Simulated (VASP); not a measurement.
# Te2Mo in VASP: notebook, part 2 of 2

VASP 6.6.1. The steps go on from the part before.

## (3) Band structure, LDA

INCAR reads:

```
SYSTEM = Te2Mo
PREC = Accurate ; ENCUT = 520
EDIFF = 1E-6 ; ISMEAR = 0
SIGMA = 0.03 ; LREAL = .FALSE.
LASPH = .TRUE. ; NELM = 80
ALGO = Normal ; ISIF = 2
LWAVE = .FALSE. ; LCHARG = .FALSE.
LMAXMIX = 4 ; LDIPOL = .TRUE.
IDIPOL = 3 ; DIPOL = 0.5 0.5 0.500
GGA = CA ; NBANDS = 35
LVHAR = .TRUE. ; LVACPOTAV = .TRUE.
KPAR = 4
```

KPOINTS reads:

```
regular mesh
0
G
  12 12 1
  0 0 0
```

POSCAR reads:

```
Te2Mo                                   
1.0
    3.4990608862      0.0000000000      0.0000000000
   -1.7495304430      3.0302756211      0.0000000000
    0.0000000000      0.0000000000     28.5919888000
  Te              Mo            
     4     2
Direct
     0.3333333300000021    0.6666666699999979    0.3164830353886017
     0.3333333300000021    0.6666666699999979    0.4437157550417347
     0.6666666699999979    0.3333333300000021    0.5562842449582652
     0.6666666699999979    0.3333333300000021    0.6835169646113982
     0.6666666699999979    0.3333333300000021    0.3800671424177091
     0.3333333300000021    0.6666666699999979    0.6199328575822909
```

KPOINTS_OPT reads:

```
explicit points
67
Reciprocal
 0.0000000000  0.0000000000  0.0000000000 1
 0.0357142900  0.0000000000  0.0000000000 1
 0.0714285700  0.0000000000  0.0000000000 1
 0.1071428600  0.0000000000  0.0000000000 1
 0.1428571400  0.0000000000  0.0000000000 1
 0.1785714300  0.0000000000  0.0000000000 1
 0.2142857100  0.0000000000  0.0000000000 1
 0.2500000000  0.0000000000  0.0000000000 1
 0.2857142900  0.0000000000  0.0000000000 1
 0.3214285700  0.0000000000  0.0000000000 1
 0.3571428600  0.0000000000  0.0000000000 1
 0.3928571400  0.0000000000  0.0000000000 1
 0.4285714300  0.0000000000  0.0000000000 1
 0.4642857100  0.0000000000  0.0000000000 1
 0.5000000000  0.0000000000  0.0000000000 1
 0.4791666700  0.0416666700  0.0000000000 1
 0.4583333300  0.0833333300  0.0000000000 1
 0.4375000000  0.1250000000  0.0000000000 1
 0.4166666700  0.1666666700  0.0000000000 1
 0.3958333300  0.2083333300  0.0000000000 1
 0.3750000000  0.2500000000  0.0000000000 1
 0.3541666700  0.2916666700  0.0000000000 1
 0.3333333300  0.3333333300  0.0000000000 1
 0.3137254900  0.3137254900  0.0000000000 1
 0.2941176500  0.2941176500  0.0000000000 1
 0.2745098000  0.2745098000  0.0000000000 1
 0.2549019600  0.2549019600  0.0000000000 1
 0.2352941200  0.2352941200  0.0000000000 1
 0.2156862700  0.2156862700  0.0000000000 1
 0.1960784300  0.1960784300  0.0000000000 1
 0.1764705900  0.1764705900  0.0000000000 1
 0.1568627500  0.1568627500  0.0000000000 1
 0.1372549000  0.1372549000  0.0000000000 1
 0.1176470600  0.1176470600  0.0000000000 1
 0.0980392200  0.0980392200  0.0000000000 1
 0.0784313700  0.0784313700  0.0000000000 1
 0.0588235300  0.0588235300  0.0000000000 1
 0.0392156900  0.0392156900  0.0000000000 1
 0.0196078400  0.0196078400  0.0000000000 1
 0.0000000000  0.0000000000  0.0000000000 1
 0.0000000000  0.0000000000  0.0000000000 1
 0.0067192700 -0.0033596300  0.0000000000 1
-0.0067192700  0.0033596300  0.0000000000 1
 0.0195978600 -0.0097989300  0.0000000000 1
-0.0195978600  0.0097989300  0.0000000000 1
 0.0000000000  0.0058190600  0.0000000000 1
-0.0000000000 -0.0058190600  0.0000000000 1
 0.0000000000  0.0169722500  0.0000000000 1
-0.0000000000 -0.0169722500  0.0000000000 1
 0.5000000000  0.0000000000  0.0000000000 1
 0.5067192700 -0.0033596300  0.0000000000 1
 0.4932807300  0.0033596300  0.0000000000 1
 0.5195978600 -0.0097989300  0.0000000000 1
 0.4804021400  0.0097989300  0.0000000000 1
 0.5000000000  0.0058190600  0.0000000000 1
 0.5000000000 -0.0058190600  0.0000000000 1
 0.5000000000  0.0169722500  0.0000000000 1
 0.5000000000 -0.0169722500  0.0000000000 1
 0.3333333300  0.3333333300  0.0000000000 1
 0.3400526000  0.3299737000  0.0000000000 1
 0.3266140600  0.3366929600  0.0000000000 1
 0.3529311900  0.3235344000  0.0000000000 1
 0.3137354700  0.3431322600  0.0000000000 1
 0.3333333300  0.3391523900  0.0000000000 1
 0.3333333300  0.3275142700  0.0000000000 1
 0.3333333300  0.3503055800  0.0000000000 1
 0.3333333300  0.3163610800  0.0000000000 1
```

Potentials or basis: VASP PAW LDA potentials, release 64 (Te, Mo_sv).

Launch:

```sh
$ cat potpaw_LDA.64/Te/POTCAR potpaw_LDA.64/Mo_sv/POTCAR > POTCAR
$ mpirun -np 4 vasp_std > vasp.out
```

OUTCAR:

```text
SYSTEM = Te2Mo
   PREC = Accurate
   ENCUT = 520
   EDIFF = 1E-6
   ISMEAR = 0
   LREAL = .FALSE.
   LASPH = .TRUE.
   NELM = 80
   ISIF = 2
   GGA = CA

 ion  position               nearest neighbor table
   1  0.333  0.667  0.316-   5 2.72   5 2.72   5 2.72   2 3.64
   2  0.333  0.667  0.444-   5 2.72   5 2.72   5 2.72   1 3.64
   3  0.667  0.333  0.556-   6 2.72   6 2.72   6 2.72   4 3.64
   4  0.667  0.333  0.684-   6 2.72   6 2.72   6 2.72   3 3.64
   5  0.667  0.333  0.380-   1 2.72   1 2.72   1 2.72   2 2.72   2 2.72   2 2.72
   6  0.333  0.667  0.620-   4 2.72   4 2.72   4 2.72   3 2.72   3 2.72   3 2.72

  LATTYP: Found a hexagonal cell.
 ALAT       =     3.4990608862
[... 925 lines left out ...]
  Total       -2.2982821     -2.2982821     -3.0421497     -0.0000000      0.0000000      0.0000000
  in kB      -12.1460741    -12.1460742    -16.0773017     -0.0000000      0.0000000      0.0000000
  external PRESSURE =     -13.4564833 kB  Pullay stress =       0.0000000 kB

 VOLUME and BASIS-vectors are now :
 -----------------------------------------------------------------------------
  energy-cutoff  :      520.00
  volume of cell :      303.16
      direct lattice vectors                 reciprocal lattice vectors
     3.499060886  0.000000000  0.000000000     0.285790969  0.165001492  0.000000000
    -1.749530443  3.030275621  0.000000000     0.000000000  0.330002985  0.000000000
     0.000000000  0.000000000 28.591988800     0.000000000  0.000000000  0.034974832

 POSITION                                       TOTAL-FORCE (eV/Angst)
 -----------------------------------------------------------------------------------
     -0.00000      2.02018      9.04888        -0.000000      0.000000      0.451325
     -0.00000      2.02018     12.68672        -0.000000      0.000000     -0.412054
      1.74953      1.01009     15.90527        -0.000000     -0.000000      0.412054
      1.74953      1.01009     19.54311        -0.000000      0.000000     -0.451325
      1.74953      1.01009     10.86688        -0.000000      0.000000     -0.057772
     -0.00000      2.02018     17.72511         0.000000     -0.000000      0.057772
 -----------------------------------------------------------------------------------
    total drift:                               -0.000000      0.000000     -0.000000

  FREE ENERGIE OF THE ION-ELECTRON SYSTEM (eV)
  ---------------------------------------------------
  free  energy   TOTEN  =       -41.0700056331 eV

  energy  without entropy=      -41.0700056331  energy(sigma->0) =      -41.07000563

 vacuum level on the upper side and lower side of the slab         6.415         6.415
```

OSZICAR:

```text
N       E                     dE             d eps       ncg     rms          rms(c)
DAV:   1     0.391798173040E+03    0.39180E+03   -0.25424E+04  1626   0.121E+03
DAV:   2    -0.167709001086E+02   -0.40857E+03   -0.39673E+03  1699   0.285E+02
DAV:   3    -0.416695959037E+02   -0.24899E+02   -0.24485E+02  1689   0.622E+01
DAV:   4    -0.425019716715E+02   -0.83238E+00   -0.82723E+00  1771   0.111E+01
DAV:   5    -0.425197471537E+02   -0.17775E-01   -0.17760E-01  1748   0.180E+00    0.223E+01
DAV:   6    -0.416024854161E+02    0.91726E+00   -0.58363E+00  1437   0.141E+01    0.837E+00
DAV:   7    -0.415596435617E+02    0.42842E-01   -0.50891E+00  1425   0.117E+01    0.659E+00
DAV:   8    -0.410757573086E+02    0.48389E+00   -0.11018E+00  1416   0.618E+00    0.244E+00
DAV:   9    -0.410852229681E+02   -0.94657E-02   -0.24961E-01  1592   0.226E+00    0.140E+00
DAV:  10    -0.410686232747E+02    0.16600E-01   -0.59417E-02  1482   0.151E+00    0.361E-01
[... 41 further cycles ...]
DAV:   9    -0.140751022088E+05   -0.42125E-06     1206
       N       E                     dE             ncg
DAV:   1     0.106960874655E+05   -0.22573E+05      860
DAV:   2     0.661137753364E+04   -0.40847E+04      885
DAV:   3     0.638114578659E+04   -0.23023E+03      873
DAV:   4     0.637393216146E+04   -0.72136E+01      928
DAV:   5     0.637374633412E+04   -0.18583E+00      859
DAV:   6     0.637374098746E+04   -0.53467E-02      936
DAV:   7     0.637374084398E+04   -0.14348E-03      857
DAV:   8     0.637374083614E+04   -0.78398E-05      672
DAV:   9     0.637374083567E+04   -0.47046E-06      606
```

stdout:

```text
POSCAR found type information on POSCAR TeMo
 POSCAR found :  2 types and       6 ions
 scaLAPACK will be used
 LDA part: xc-table for (Slater(with rela. corr.)+CA(PZ))
 , standard interpolation
 POSCAR, INCAR and KPOINTS ok, starting setup
 FFT: planning ... GRIDC
 FFT: planning ... GRID_SOFT
 FFT: planning ... GRID
 WAVECAR not read
 entering main loop
 -----------------------------------------------------------------------------
|                                                                             |
|           W    W    AA    RRRRR   N    N  II  N    N   GGGG   !!!           |
|           W    W   A  A   R    R  NN   N  II  NN   N  G    G  !!!           |
|           W    W  A    A  R    R  N N  N  II  N N  N  G       !!!           |
|           W WW W  AAAAAA  RRRRR   N  N N  II  N  N N  G  GGG   !            |
|           WW  WW  A    A  R   R   N   NN  II  N   NN  G    G                |
|           W    W  A    A  R    R  N    N  II  N    N   GGGG   !!!           |
|                                                                             |
|     Did not find any points to average over, which means that no vacuum     |
|     field-free region was found. Please increase the size of  your cell     |
|     in the dimension of the dipole correction to obtain accurate            |
|     workfunction values.                                                    |
|                                                                             |
 -----------------------------------------------------------------------------

 Start KPOINTS_OPT (optional k-point list driver)
k-point batch [1-19\67]
k-point batch [20-38\67]
k-point batch [39-57\67]
k-point batch [58-67\67]
```

It took 3.3 min on 4 MPI ranks of Intel Xeon Platinum 8488C (Sapphire Rapids), shared host; peak memory 0.52 GiB.

What came out:

| Item | Value |
| --- | --- |
| Free energy | -41.0700 eV |
| Largest force | 0.451 eV/Å |
| Band gap on the k mesh | 0.85 eV, indirect (least direct gap 1.14 eV) |
| Band gap along the path | 0.80 eV, indirect (least direct gap 1.14 eV) |
| Ionisation potential of the upper face | 4.95 eV |

Forces in eV/Å, atoms in the order of the input:
```
Te   0.000  0.000  0.451
Te   0.000  0.000 -0.412
Te   0.000  0.000  0.412
Te   0.000  0.000 -0.451
Mo   0.000  0.000 -0.058
Mo   0.000  0.000  0.058
```

Caveat: spin-orbit coupling is left out, which moves the levels of the heavy elements.
